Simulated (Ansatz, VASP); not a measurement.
# Cross-check of SnSe2 (1T-SnSe2 bilayer, AB) between VASP and Ansatz

Wanted: the spread between two codes on one cell, functional and k mesh. The cell is taken from a series of runs on this material, whose earlier steps may have relaxed, scaled, displaced or heated it; both programs get it as it stands.

Method: plane waves, with VASP 6.6.1 beside it; single point at PBE with D3(BJ), in Ansatz 0.2.0.

### 1. The starting structure

The cell holds 6 atoms: 4 Se and 2 Sn. Cell: a = 3.828 Å, b = 3.828 Å, c = 27.421 Å, α = 90.0°, β = 90.0°, γ = 120.0°. Vacuum lies along c.

Coordinates:

```
Se Sn
1.0
     3.82792    0.00000    0.00000
    -1.91396    3.31507    0.00000
     0.00000    0.00000   27.42094
Se Sn
4 2
Direct
  0.66667 0.33333 0.32822
  0.33333 0.66667 0.44471
  0.00000 0.00000 0.55529
  0.66667 0.33333 0.67178
  0.00000 0.00000 0.38648
  0.33333 0.66667 0.61352
```

### 2. VASP: single point, PBE with D3(BJ)

A single point gives forces, pressure and levels at one fixed geometry, so differences don't come from the geometry; what else differs is listed under the comparison.

Lines of VASP's logs that name or quote its potential files are left out, and so is its time.

INCAR reads:

```
SYSTEM = SnSe2
PREC = Accurate
ENCUT = 400
EDIFF = 1E-06
NELM = 120
ISMEAR = -1
SIGMA = 0.02585
LREAL = .FALSE.
ALGO = Normal
GGA = PE
IVDW = 12
NBANDS = 32
LORBIT = 11
LWAVE = .FALSE.
LCHARG = .FALSE.
ISIF = 2
LDIPOL = .TRUE.
IDIPOL = 3
DIPOL = 0.5 0.5 0.5
LVHAR = .TRUE.
LASPH = .TRUE.
GGA_COMPAT = .FALSE.
EFERMI = MIDGAP
NELMDL = -8
KPAR = 2
```

POSCAR reads:

```
SnSe2
1.0
    3.8279161346      0.0000000000      0.0000000000
   -1.9139580673      3.3150726161      0.0000000000
    0.0000000000      0.0000000000     27.4209441344
Se Sn
4 2
Direct
    0.6666666666      0.3333333333      0.3282162699
    0.3333333333      0.6666666666      0.4447078580
    0.9999999999      1.0000000000      0.5552921420
    0.6666666666      0.3333333333      0.6717837301
    0.9999999999      1.0000000000      0.3864766500
    0.3333333333      0.6666666666      0.6135233500
```

KPOINTS reads:

```
Automatic mesh
0
Gamma
12 12 1
0 0 0
```

PAW data sets: Se and Sn_d (PBE family, release 64).

On the command line:

```bash
$ mpirun -np 2 vasp_std
```

Numbers of over 12 decimals in the logs are rounded to 6 here.

What it wrote:

```text
[banner, memory and clock lines left out]
running    2 mpi-ranks, on    1 nodes
 distrk:  each k-point on    1 cores,    2 groups
 distr:  one band on    1 cores,    1 groups

 POSCAR found type information on POSCAR SeSn
 POSCAR found :  2 types and       6 ions
 LDA part: xc-table for (Slater+PW92), standard interpolation
 POSCAR, INCAR and KPOINTS ok, starting setup
 FFT: planning ... GRIDC
 FFT: planning ... GRID_SOFT
 FFT: planning ... GRID
 WAVECAR not read
 entering main loop
       N       E                     dE             d eps       ncg     rms          rms(c)
DAV:   1     0.412523767725E+03    0.41252E+03   -0.20393E+04  1376   0.124E+03
DAV:   2     0.256694633171E+02   -0.38685E+03   -0.37966E+03  1528   0.305E+02
DAV:   3    -0.222751080360E+02   -0.47945E+02   -0.47604E+02  1456   0.130E+02
DAV:   4    -0.241355890428E+02   -0.18605E+01   -0.18538E+01  1528   0.295E+01
DAV:   5    -0.241981738033E+02   -0.62585E-01   -0.62564E-01  1640   0.510E+00
DAV:   6    -0.242006138222E+02   -0.24400E-02   -0.24399E-02  1736   0.897E-01
DAV:   7    -0.242006977417E+02   -0.83920E-04   -0.83917E-04  1776   0.149E-01
DAV:   8    -0.242006993793E+02   -0.16376E-05   -0.16376E-05  1648   0.210E-02    0.687E+00
DAV:   9    -0.236952922485E+02    0.50541E+00   -0.10350E+00  1688   0.924E+00    0.444E+00
DAV:  10    -0.236655620065E+02    0.29730E-01   -0.46406E-01  1640   0.370E+00    0.707E-01
DAV:  11    -0.236578755276E+02    0.76865E-02   -0.46885E-02  1704   0.198E+00    0.385E-01
DAV:  12    -0.236585761682E+02   -0.70064E-03   -0.48390E-03  1512   0.356E-01    0.821E-02
DAV:  13    -0.236586047318E+02   -0.28564E-04   -0.33213E-04  1768   0.169E-01    0.399E-02
DAV:  14    -0.236586525923E+02   -0.47860E-04   -0.12457E-04  1472   0.569E-02    0.131E-02
DAV:  15    -0.236586724045E+02   -0.19812E-04   -0.12036E-05  1400   0.172E-02    0.118E-02
DAV:  16    -0.236587276655E+02   -0.55261E-04   -0.12900E-05  1296   0.133E-02    0.478E-03
DAV:  17    -0.236587760074E+02   -0.48342E-04   -0.29146E-06  1168   0.633E-03    0.307E-03
DAV:  18    -0.236588448757E+02   -0.68868E-04   -0.55304E-06  1160   0.668E-03    0.305E-03
DAV:  19    -0.236588691101E+02   -0.24234E-04   -0.16471E-06  1128   0.325E-03    0.188E-03
DAV:  20    -0.236588804576E+02   -0.11347E-04   -0.41006E-07  1064   0.241E-03    0.489E-04
DAV:  21    -0.236588857697E+02   -0.53121E-05   -0.21588E-07  1000   0.137E-03    0.751E-04
DAV:  22    -0.236588871163E+02   -0.13466E-05   -0.64316E-08  1016   0.800E-04    0.498E-04
DAV:  23    -0.236588891923E+02   -0.20760E-05   -0.74707E-08   976   0.981E-04    0.347E-04
DAV:  24    -0.236588897927E+02   -0.60041E-06   -0.12258E-08   944   0.738E-04
   1 F= -.25462029E+02 E0= -.25462027E+02  d E =-.399955E-05
```

From OUTCAR (step 2):

```text
ion  position               nearest neighbor table
   1  0.667  0.333  0.328-   5 2.73   5 2.73   5 2.73
   2  0.333  0.667  0.445-   5 2.73   5 2.73   5 2.73
   3  1.000  0.000  0.555-   6 2.73   6 2.73   6 2.73
   4  0.667  0.333  0.672-   6 2.73   6 2.73   6 2.73
   5  1.000  0.000  0.386-   2 2.73   2 2.73   2 2.73   1 2.73   1 2.73   1 2.73
   6  0.333  0.667  0.614-   3 2.73   3 2.73   3 2.73   4 2.73   4 2.73   4 2.73

  LATTYP: Found a hexagonal cell.
 ALAT       =     3.8279161346
 C/A-ratio  =     7.1634129825

 Subroutine GETGRP returns: Found 12 space group operations
 (whereof  6 operations were pure point group operations)

The static configuration has the point symmetry C_3v.
 The point group associated with its full space group is D_3d.

 Found     19 irreducible k-points:

   k-points           NKPTS =     19   k-points in BZ     NKDIM =     19   number of bands    NBANDS=     32

   dimension x,y,z NGX =    28 NGY =   28 NGZ =  180
   dimension x,y,z NGXF=    56 NGYF=   56 NGZF=  360

   ENCUT  =  400.0 eV  29.40 Ry    5.42 a.u.   6.24  6.24 44.72*2*pi/ulx,y,z

   NELECT =      52.0000    total number of electrons

 k-points in reciprocal lattice and weights: Automatic mesh
   0.00000000  0.00000000  0.00000000       0.007
   0.08333333 -0.00000000  0.00000000       0.042
   0.16666667  0.00000000  0.00000000       0.042
   0.25000000  0.00000000  0.00000000       0.042
   0.33333333 -0.00000000  0.00000000       0.042
   0.41666667  0.00000000  0.00000000       0.042
   0.50000000  0.00000000  0.00000000       0.021
   0.08333333  0.08333333  0.00000000       0.042
   0.16666667  0.08333333  0.00000000       0.083
[...]
0.33333333  0.25000000  0.00000000       0.083
   0.33333333  0.33333333  0.00000000       0.014

 dipolmoment           0.000000      0.000000     -0.000004 electrons x Angstroem

 average (electrostatic) potential at core
       1 -58.9219       2 -58.9508       3 -58.9508       4 -58.9220       5-108.2774
       6-108.2774

 E-fermi :  -1.2205

 k-point     1 :       0.0000    0.0000    0.0000
  band No.  band energies     occupation
    ...
     22      -1.9514      2.00000
     23      -1.6409      2.00000
     24      -1.6409      2.00000
     25      -1.5617      2.00000
     26      -1.5617      2.00000
     27      -0.1796      0.00000
     28       0.6331      0.00000
     29       1.6065      0.00000
     30       1.6323      0.00000
     31       3.0673      0.00000
    ...

 k-point     2 :       0.0833   -0.0000    0.0000
  band No.  band energies     occupation
    ...
     22      -2.1832      2.00000
     23      -1.9811      2.00000
     24      -1.8372      2.00000
     25      -1.5901      2.00000
     26      -1.4892      1.99994
     27       0.2980      0.00000
     28       0.8298      0.00000
     29       2.0173      0.00000
     30       2.0717      0.00000
     31       2.9041      0.00000
    ...

 k-point     3 :       0.1667    0.0000    0.0000
  band No.  band energies     occupation
    ...
     22      -2.6726      2.00000
     23      -2.6065      2.00000
     24      -1.9058      2.00000
     25      -1.6116      2.00000
     26      -1.4747      1.99989
     27       0.6930      0.00000
     28       0.7635      0.00000
     29       2.2350      0.00000
     30       2.6071      0.00000
     31       3.3937      0.00000
    ...

 Edisp (eV)   -1.80314

  Total       0.00464     0.00464     0.03153    -0.00000    -0.00000     0.00000
  in kB       0.02138     0.02138     0.14517    -0.00000    -0.00000     0.00000
  external pressure =        0.06 kB  Pullay stress =        0.00 kB

  energy-cutoff  :      400.00
  volume of cell :      347.97
      direct lattice vectors                 reciprocal lattice vectors
     3.827916135  0.000000000  0.000000000     0.261238743  0.150826259  0.000000000
    -1.913958067  3.315072616  0.000000000     0.000000000  0.301652517  0.000000000
     0.000000000  0.000000000 27.420944134     0.000000000  0.000000000  0.036468474

 POSITION                                       TOTAL-FORCE (eV/Angst)
 -----------------------------------------------------------------------------------
      1.91396      1.10502      9.00000         0.000000     -0.000000     -0.014037
     -0.00000      2.21005     12.19431         0.000000     -0.000000      0.010702
      3.82792      0.00000     15.22663        -0.000000      0.000000     -0.010702
      1.91396      1.10502     18.42094        -0.000000      0.000000      0.014037
      3.82792      0.00000     10.59755         0.000000      0.000000     -0.000306
     -0.00000      2.21005     16.82339        -0.000000     -0.000000      0.000306
 -----------------------------------------------------------------------------------
    total drift:                               -0.000000      0.000000     -0.000225

  FREE ENERGIE OF THE ION-ELECTRON SYSTEM (eV)
  ---------------------------------------------------
  free  energy   TOTEN  =       -25.4620293883 eV

  energy  without entropy=      -25.4620253887  energy(sigma->0) =      -25.46202739

 vacuum level on the upper side and lower side of the slab         4.470         4.470

 total charge
# of ion       s       p       d       tot
------------------------------------------
    1        1.483   2.307   0.025   3.815
    2        1.485   2.305   0.026   3.817
    3        1.485   2.305   0.026   3.817
    4        1.483   2.307   0.025   3.815
    5        1.058   1.006  10.094  12.158
    6        1.058   1.006  10.094  12.158
--------------------------------------------------
tot          8.053  11.237  20.289  39.579

[... 3 further parts left out ...]
```

### 3. Ansatz: single point, PBE with D3(BJ)

Ansatz runs on its default PAW (the set named soft_2) files.

The same cell, functional, mesh and smearing now go to Ansatz, which takes its cutoff from its data sets.

input.yaml reads:

```yaml
crystal:
  lattice:
    - [3.8279161346, 0.0, 0.0]
    - [-1.9139580673, 3.3150726161, 0.0]
    - [0.0, 0.0, 27.4209441344]
  atoms:
    - { symbol: Se, position: [0.6666666667, 0.3333333333, 0.3282162699] }
    - { symbol: Sn, position: [0.0, 0.0, 0.38647665] }
    - { symbol: Se, position: [0.3333333333, 0.6666666667, 0.444707858] }
    - { symbol: Se, position: [0.0, 0.0, 0.555292142] }
    - { symbol: Sn, position: [0.3333333333, 0.6666666667, 0.61352335] }
    - { symbol: Se, position: [0.6666666667, 0.3333333333, 0.6717837301] }
kpoints:
  mp_grid: { grid: [12, 12, 1] }
  band_path:
    path: [[0, 0, 0], [0.5, 0, 0], [0.33333333, 0.33333333, 0], [0, 0, 0]]
    npoints: 16
hamiltonian:
  xc: pbe
  dispersion: d3bj
scf:
  occupations: { method: fermi_dirac, width: 0.02585 }
  convergence: { dr2_threshold: 1.0e-10 }
efield:
  axis: 3
  dipole_correction: true
  ramp_position: 0.97
  ramp_width: 0.06
  amplitude: 0
output:
  dos: { projected: true, e_range: [-6, 5] }
  bader: true
  write_potential: true
  write_density: true
  volumetric_format: npy
  elf: true
```

On the command line:

```bash
$ ansatz run input.yaml --threads 4 --pin off --max-ram 6144MiB --backend cpu --events-out ev --progress --plain --runs-dir out
```

What it wrote:

```text
Engine: ansatz 0.2.0, x86_64-unknown-linux-gnu
Pseudopotentials: kind: paw
Pseudopotential: Se, paw, valence charge 16, recommended cutoff 420 eV (normal), Se.paw.azcp
Pseudopotential: Sn, paw, valence charge 14, recommended cutoff 420 eV (normal), Sn.paw.azcp
Functional definition: PBE
  parameter kappa = 0.804
  parameter beta = 0.066725
  exchange = pbe_x(kappa = kappa, mu = beta*pi^2/3)
  correlation = pbe_c(beta = beta)
Crystal: 6 atoms, lattice volume = 347.967 Å³
Basis set: ecut = 420 eV, 6775 PW (Γ)
Bands: 56, of which v1, the nominal top of the filled ones, is band 46 counted from 1 (45 counted from 0)
Symmetry: 6 space group operations
k-points: 19 of 144 (time reversal used)
Non-local potential: Se, projectors of the file, l = 0: 2, l = 1: 2, l = 2: 3, l = 3: 1
Non-local potential: Sn, projectors of the file, l = 0: 2, l = 1: 2, l = 2: 2, l = 3: 2
PAW form: soft (Blöchl's): semilocal exchange-correlation on the pseudo side does not see the compensation charge
PAW one-centre angular grid: Se, 590 points (default); XC on 64 Gauss nodes
PAW one-centre angular grid: Sn, 590 points (default); XC on 64 Gauss nodes
Initial density: superposition of atomic densities (neutral atoms: chi_scale 0, normalization atom), corrected by the library's trained network
Initial wavefunctions: pseudopotential atomic-orbital guess
Functional: x = pbe(κ = 0.804, μ = 0.219515), c = pbe(β = 0.066725)
SCF iter   1: F=—  HF=-33928.510534 eV  |F-HF|=—  |Δ(HF+E_count)|=         —  Δρ=1.14e-3  dr2=3.25e-2  ethr=1.77e-3  p=0.000 e·Å  D=2.00e-13 V/Å  ΔV_dip=-0.00 eV  dr2_dipole=1.08e-11  V_vac-E_F(+/−)=5.61/5.61 eV  ⟨swp⟩=9.0  Hψ=4543  notcnv=0  defer=7
efield: sawtooth ramp at fractional position 0.9700 (set: `efield.ramp_position`, or a place that a band, a saddle search or an elastic batch's reference lends), width 0.0600; the density the first Hamiltonian is built on has a dipole p = 0.000 e·Å; the dipole correction subtracts the counter field D = 2.00e-13 V/Å, which shifts the + side's vacuum level by -0.00 eV against the − side's; the planar-averaged density in the ramp window peaks in size at 6.3e-6 e/Å³
preconditioner: auto → Resta (q_TF=auto, 2.186 Å⁻¹)  ε∞=1.8  [insulator: Δε(μ)=0.484 eV  Ē_g=15.891 eV  σ=0.026 eV  W_gap=1.00  n_scr=72 (ndim 8)  ℏωp=14.4 eV  f_vac=0.549  D(μ)=0.00/eV (n_scr^D=0)  ε∞_Penn≈1.8  vacuum switching on, ρ_ref=1.8e-2 e/Å³]
SCF iter   2: F=—  HF=-33928.517724 eV  |F-HF|=—  |Δ(HF+E_count)|=   7.19e-3  Δρ=1.63e-3  dr2=9.21e-2  ethr=3.53e-5  p=-0.000 e·Å  D=-9.39e-7 V/Å  ΔV_dip=0.00 eV  dr2_dipole=5.66e-9  V_vac-E_F(+/−)=5.83/5.83 eV  ⟨swp⟩=4.6  Hψ=2250  notcnv=0  defer=54
SCF iter   3: F=—  HF=-33928.508631 eV  |F-HF|=—  |Δ(HF+E_count)|=   9.09e-3  Δρ=4.05e-4  dr2=1.57e-3  ethr=3.53e-5  p=-0.000 e·Å  D=-9.08e-6 V/Å  ΔV_dip=0.00 eV  dr2_dipole=8.89e-10  V_vac-E_F(+/−)=5.69/5.69 eV  ⟨swp⟩=3.0  Hψ=1362  notcnv=0  defer=54
SCF iter   4: F=—  HF=-33928.508840 eV  |F-HF|=—  |Δ(HF+E_count)|=   2.08e-4  Δρ=2.05e-4  dr2=1.16e-4  ethr=1.70e-6  p=-0.000 e·Å  D=-3.52e-7 V/Å  ΔV_dip=0.00 eV  dr2_dipole=5.61e-10  V_vac-E_F(+/−)=5.69/5.69 eV  ⟨swp⟩=2.0  Hψ=1226  notcnv=0  defer=54
SCF iter   5: F=—  HF=-33928.508968 eV  |F-HF|=—  |Δ(HF+E_count)|=   1.29e-4  Δρ=6.71e-5  dr2=1.23e-5  ethr=1.26e-7  p=-0.000 e·Å  D=-7.13e-6 V/Å  ΔV_dip=0.00 eV  dr2_dipole=6.41e-9  V_vac-E_F(+/−)=5.69/5.69 eV  ⟨swp⟩=2.0  Hψ=1510  notcnv=0  defer=54
SCF iter   6: F=—  HF=-33928.508966 eV  |F-HF|=—  |Δ(HF+E_count)|=   1.88e-6  Δρ=1.87e-5  dr2=2.14e-6  ethr=1.33e-8  p=0.000 e·Å  D=3.33e-5 V/Å  ΔV_dip=-0.00 eV  dr2_dipole=1.34e-7  V_vac-E_F(+/−)=5.69/5.69 eV  ⟨swp⟩=2.0  Hψ=1853  notcnv=0  defer=54
SCF iter   7: F=—  HF=-33928.509041 eV  |F-HF|=—  |Δ(HF+E_count)|=   7.48e-5  Δρ=7.79e-6  dr2=1.23e-6  ethr=2.32e-9  p=-0.000 e·Å  D=-7.30e-5 V/Å  ΔV_dip=0.00 eV  dr2_dipole=6.37e-7  V_vac-E_F(+/−)=5.69/5.69 eV  ⟨swp⟩=2.0  Hψ=1553  notcnv=0  defer=54
SCF iter   8: F=—  HF=-33928.509041 eV  |F-HF|=—  |Δ(HF+E_count)|=   1.62e-7  Δρ=5.07e-6  dr2=2.11e-7  ethr=1.34e-9  p=0.000 e·Å  D=2.69e-5 V/Å  ΔV_dip=-0.00 eV  dr2_dipole=8.52e-8  V_vac-E_F(+/−)=5.69/5.69 eV  ⟨swp⟩=1.9  Hψ=1129  notcnv=0  defer=54
SCF iter   9: F=—  HF=-33928.509041 eV  |F-HF|=—  |Δ(HF+E_count)|=   1.49e-7  Δρ=1.53e-6  dr2=1.48e-8  ethr=2.29e-10  p=0.000 e·Å  D=6.28e-6 V/Å  ΔV_dip=-0.00 eV  dr2_dipole=4.44e-9  V_vac-E_F(+/−)=5.69/5.69 eV  ⟨swp⟩=2.0  Hψ=1386  notcnv=0  defer=54
SCF iter  10: F=—  HF=-33928.509041 eV  |F-HF|=—  |Δ(HF+E_count)|=   1.81e-8  Δρ=3.67e-7  dr2=6.34e-10  ethr=1.60e-11  p=0.000 e·Å  D=9.37e-7 V/Å  ΔV_dip=-0.00 eV  dr2_dipole=1.11e-10  V_vac-E_F(+/−)=5.69/5.69 eV  ⟨swp⟩=2.0  Hψ=1236  notcnv=0  defer=54
SCF iter  11: F=-33928.509041 eV  HF=-33928.509041 eV  |F-HF|=1.46e-11  |Δ(HF+E_count)|=  6.40e-10  Δρ=9.25e-8  dr2=3.09e-11  ethr=1.00e-12  p=0.000 e·Å  D=1.16e-7 V/Å  ΔV_dip=-0.00 eV  dr2_dipole=5.50e-13  V_vac-E_F(+/−)=5.69/5.69 eV  ⟨swp⟩=12.2  Hψ=3741  notcnv=0
SCF 1 converged in 11 iterations: F = -33928.509041 eV  dr2 = 3.09e-11
  greatest PAW one-centre occupation: 1.000 electrons in one spin orbital (limit 2), on the Se atom at site 2 (counted from 0), in its partial waves of l = 2
NSCF: frozen V_eff on 49 k-points
efield: sawtooth ramp at fractional position 0.9700 (kept from the solve that this one continues, or follows in the run), width 0.0600; the density the first Hamiltonian is built on has a dipole p = 0.000 e·Å; the dipole correction subtracts the counter field D = 1.16e-7 V/Å, which shifts the + side's vacuum level by -0.00 eV against the − side's; the planar-averaged density in the ramp window peaks in size at 6.1e-6 e/Å³
WARN: The output density's exchange-correlation potential varies sharply where the density is thin. Do not read a vacuum level from v_tot or v_xc, or from such a field of the output density. On a cell that repeats whose density bears no net charge and no dipole along the vacuum's axis use v_es (v_loc + v_h of the components); under efield.dipole_correction with no amplitude use v_es + v_field, which holds any externa [...]
SCF converged after 11 iterations
Free energy (F): -33928.509041 eV
Harris-Foulkes:  -33928.509041 eV  (|F-HF|=1.46e-11)
Internal energy: -33928.509038 eV  (E = F + TS)
E sigma→0 (E₀):  -33928.509039 eV
Entropy (-TS):   -0.000004 eV (-0.001 meV/atom)
Fermi energy:    0.531094 eV
Dipole field:    D = -0.000001 V/Å  (p = -0.000001 e·Å, saw-weighted, corrected)
Work function:   Φ+ = 5.6878 eV   Φ− = 5.6878 eV
Levels:          The Fermi level and band energies are counted from a zero that moves with the ramp; work functions are not
--- Per-component energies (eV) ---
  E_band       = -2427.728416
  E_kinetic    = 848.269749
  E_local      = -101343.637995  (includes V_loc(G=0)·N_el)
  E_nonlocal   = -2444.808854
  E_hartree    = 50471.946923
  E_xc         = -1178.757244
  E_vxc        = -581.405200  (∫ρ·V_xc dr)
  E_paw        = -15927.621392  (= ΣΔE_a)
  E_vpaw       = 149.963227  (= ΣTr[D̂ρ^β])
  E_aug_tail   = -0.002440  (compensation charges beyond the density's cutoff)
  E_efield     = 0.000000  (sawtooth field / dipole correction)
  E_vefield    = 0.000000  (∫n·V_field dr)
  E_ewald      = 35647.905594
  E_disp       = -1.803378  (pairwise vdW)
  E_smearing   = -0.000004  (= −TS)
  E_closure    = -0.000000  (closes the sum)
  Σ components = -33928.509041   (vs F -33928.509041, Δ=0.00e0)
--- Band table (eV; the first three rows and the last of 19) ---
  k-point 0: bands = [... 42 lower, 0.1095, 0.1095, 0.1889, 0.1889, 1.5759, 2.3881, 3.3624, 3.3904, ... 6 higher]
  k-point 1: bands = [... 42 lower, -0.2297, -0.0868, 0.1601, 0.2611, 2.0520, 2.5837, 3.7735, 3.8276, ... 6 higher]
  k-point 2: bands = [... 42 lower, -0.8542, -0.1571, 0.1384, 0.2754, 2.4458, 2.5160, 3.9904, 4.3631, ... 6 higher]
  k-point 18: bands = [... 42 lower, -0.8054, -0.7062, -0.7062, -0.5060, 2.0745, 2.0745, 4.9843, 5.4256, ... 6 higher]
--- Bader charges: 6 sites ---
  site symbol  charge [e]  shift [e]
     0     Se     -0.6265     0.0009
     1     Sn      1.2505     0.0018
     2     Se     -0.6240     0.0009
     3     Se     -0.6240     0.0009
     4     Sn      1.2505     0.0018
     5     Se     -0.6265     0.0009
  estimated error of the sums over rays = 3.3e-4 e
```

Reading the cycles: dr2 is the Hartree energy of the density residual (eV), the measure of convergence; HF is the Harris–Foulkes estimate of the energy, which meets the free energy F at convergence.

### 4. Side by side

Known differences besides the potentials themselves: the data sets hold 92 valence electrons in Ansatz (on its default PAW (the set named soft_2) files) and 52 in VASP; the cutoff is 420 eV in Ansatz and 400 eV in VASP. Total energies have different zeros and are not compared.

The two programs side by side:

| quantity | Ansatz | VASP | difference |
| --- | --- | --- | --- |
| gap on the k mesh (eV) | 0.480 | 0.477 | +0.003 |

A gap on the mesh is an upper bound, since the band edges may lie between its points. With vacuum in the cell, a pressure given here is an average over mostly empty space and none of the material.

### 5. Summary of results

* difference in gap on the k mesh (single point, PBE with D3(BJ)): 0.0029 eV

In words: The difference in gap on the k mesh is 0.0029 eV (single point, PBE with D3(BJ)), within the 0.08 eV picked in this series as the mark of a large difference. The data sets hold unlike numbers of valence electrons (92 in Ansatz and 52 in VASP), so part of the differences comes from the potentials. Such differences can come from data sets, numerical settings and the points named under the comparisons, not from the functional's error against experiment.

[Lines on the potential files, build, host, timing and source positions are cut from VASP's logs without a mark.]

[Logs are printed without paths, hosts, clocks, repeated set-up lines and the standing remarks that a program may print on its own settings, such as how far it seeks lower states.]

[Hosts, paths, dates, database ids (printed as entryN), source tags and the programs' standing remarks are cut or masked in the printed files.]
